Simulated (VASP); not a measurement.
## PdSb (relaxed from the wurtzite structure, space group P6_3mc): computed properties

The numbers are results of PBEsol GGA, VASP's PBE PAW potentials (set 64) (plane waves; VASP), not measurements.

```json
{
  "space_group": "P6_3mc (186)",
  "cell": "a = b = 3.3373 Å, c = 8.8338 Å, α = β = 90.00°, γ = 120.00°",
  "volume_per_atom": "21.30 Å³/atom",
  "band gap (over mesh and band path)": "none (metal, semimetal or under 0.01 eV)",
  "density": "8.89 g/cm³"
}
```

```
CELL_PARAMETERS angstrom
      3.33729     0.00000     0.00000
     -1.66865     2.89018     0.00000
      0.00000     0.00000     8.83380
ATOMIC_POSITIONS crystal
  Pd 0.33333 0.66667 0.03849
  Pd 0.66667 0.33333 0.53849
  Sb 0.33333 0.66667 0.33651
  Sb 0.66667 0.33333 0.83651
```

Unless said otherwise, spin-orbit coupling is left out, though it shifts the bands of the heavy elements here.

The structure was generated: PdSb was put into the wurtzite type (P6_3mc), which need not be its known phase. It was relaxed first, which changed the volume by -36 %. Symmetry was kept, so distortions that lower it aren't found.
